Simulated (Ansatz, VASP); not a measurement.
## CuB6 in VASP and in Ansatz

```
CELL_PARAMETERS angstrom
0.00000 3.13927 3.13927
3.13927 0.00000 3.13927
3.13927 3.13927 0.00000
ATOMIC_POSITIONS crystal
Cu 0.00000 0.00000 0.00000
B 0.50000 0.50000 0.00000
B 0.50000 0.00000 0.50000
B 0.00000 0.00000 0.50000
B 0.00000 0.50000 0.00000
B 0.00000 0.50000 0.50000
B 0.50000 0.00000 0.00000
```

Change from the starting cell: species swapped into the Zn6Mo type (Fm-3m, No. 225).

Alike in both runs: task relaxation of cell and atoms; functional PBE; k mesh 6 × 6 × 6; occupations gaussian, width 0.1 eV; no spin polarisation.

```csv
,VASP,Ansatz
version,VASP 6.6.1,Ansatz 0.2.0
potentials or method,"VASP PAW PBE potentials, release 64 (Cu, B)","scalar-relativistic, plane waves, PAW"
plane-wave cutoff (eV),600,420
valence electrons in the cell,29,37
```

|  | VASP | Ansatz | Ansatz less VASP |
| --- | --- | --- | --- |
| gap on the k mesh at the Fermi level, each at its own relaxed structure (eV) | none | none | - |
| relaxed volume (Å³/atom) | 7.43 | 7.44 | +0.012 |
| relaxed cell length with the largest relative difference (Å) | 4.189 | 4.191 | +0.0023 |
| energy change over the relaxation (meV/atom) | -145 | -145 | -0.1 |

A gap of «none» marks a metal or a gap that the smearing closes. The two sets of potentials don't hold the same shells in valence.

Caveats: the volume moved by over 15 % at a fixed basis, so the end points are rough (VASP).
